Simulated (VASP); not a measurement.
A calculation with VASP 6.6.1 of Ba2MgTiO4 (native input, structure from a POSCAR):

The input INCAR:

```
PREC = Accurate
ENCUT = 520
EDIFF = 1E-6
ISMEAR = 0
SIGMA = 0.05
LREAL = F
LASPH = T
NELM = 100
ALGO = Normal
ISIF = 2
LWAVE = F
LCHARG = T
GGA = CA
LELF = T
LVHAR = T
```

Contents of KPOINTS:

```
regular mesh
0
Gamma
  7 7 3
```

The input POSCAR:

```
Ba2MgTiO4
1.0
    2.6791720324     -2.6809765938      0.0000000000
    2.6791720324      2.6809765938      0.0000000000
   -0.0116964056      0.0000000000     11.1729335742
Ba Ti Mg O
2 1 1 4
Cartesian
    0.8802779029      0.0000000000      6.1391886826
    3.5464811682      0.0000000000     10.3620992599
    3.5512840912      0.0000000000      3.3787091907
    0.8725671167      0.0000000000      1.8971752938
    2.2120999289      1.3401434965      2.7425734133
    3.5575461179      0.0000000000      5.2054127703
    0.8638821514      0.0000000000     11.1164702605
    2.2120999289     -1.3401434965      2.7425734133
```

Potentials or basis: VASP PAW LDA potentials, release 64 (Ba_sv, Ti_pv, Mg_pv, O).

Command:

```sh
$ cat potpaw_LDA.64/Ba_sv/POTCAR potpaw_LDA.64/Ti_pv/POTCAR potpaw_LDA.64/Mg_pv/POTCAR potpaw_LDA.64/O/POTCAR > POTCAR
$ mpirun -np 1 vasp_std > vasp.out
```

The cell comes from a database or a generator and needn't be the stable form of this composition.

Q: Write the same calculation in another form: ASE script, Cartesian positions.

A: As run:

File run.py:

```python
from ase.calculators.vasp import Vasp
from ase.dft.bandgap import bandgap
from ase.io import read

atoms = read('Ba2MgTiO4.xyz')
calc = Vasp(
    directory='calc',
    xc='lda',
    pp='LDA',
    setups='materialsproject',
    prec='Accurate',
    encut=520,
    ediff=1e-07,
    ismear=0,
    sigma=0.05,
    lreal=False,
    lasph=True,
    nelm=100,
    algo='Fast',
    isif=2,
    lwave=False,
    lcharg=False,
    kpts=[7, 7, 3],
    gamma=True,
    nbands=41,
)
atoms.calc = calc

print('energy (eV):', atoms.get_potential_energy())
print('free energy (eV):', atoms.get_potential_energy(force_consistent=True))
print('forces (eV/A):')
print(atoms.get_forces())
print('stress (eV/A^3, Voigt):', atoms.get_stress())
print('Fermi level (eV):', calc.get_fermi_level())
gap, top, bottom = bandgap(calc)
print('band gap (eV):', gap, 'from (spin, k, band)', top, 'to', bottom)
```

Ba2MgTiO4.xyz

```xyz
8
Lattice="2.6791720324 -2.6809765938 0.0000000000 2.6791720324 2.6809765938 0.0000000000 -0.0116964056 0.0000000000 11.1729335742" Properties=species:S:1:pos:R:3 pbc="T T T"
Ba     0.8802779029      0.0000000000      6.1391886826
Ba     3.5464811682      0.0000000000     10.3620992599
Ti     3.5512840912      0.0000000000      3.3787091907
Mg     0.8725671167      0.0000000000      1.8971752938
O      2.2120999289      1.3401434965      2.7425734133
O      3.5575461179      0.0000000000      5.2054127703
O      0.8638821514      0.0000000000     11.1164702605
O      2.2120999289     -1.3401434965      2.7425734133
```

Potentials or basis: VASP PAW LDA potentials, release 64 (Ba_sv, Ti_pv, Mg_pv, O).

The run is started by

```bash
$ python run.py
```

Both were run:

|  | native input, structure from a POSCAR | ASE script, Cartesian positions |
| --- | --- | --- |
| Pressure | -5.7 GPa | -5.7 GPa |
| Largest force | 0.381 eV/Å | 0.382 eV/Å |
| Band gap on the k mesh | none (metal or under the smearing width) | none (metal or under the smearing width) |

Keys that steer only the numerical path or the files written may differ.

Caveat: semilocal functionals often make such compounds metallic where correlation or magnetic order opens a gap, which also shifts bond lengths.
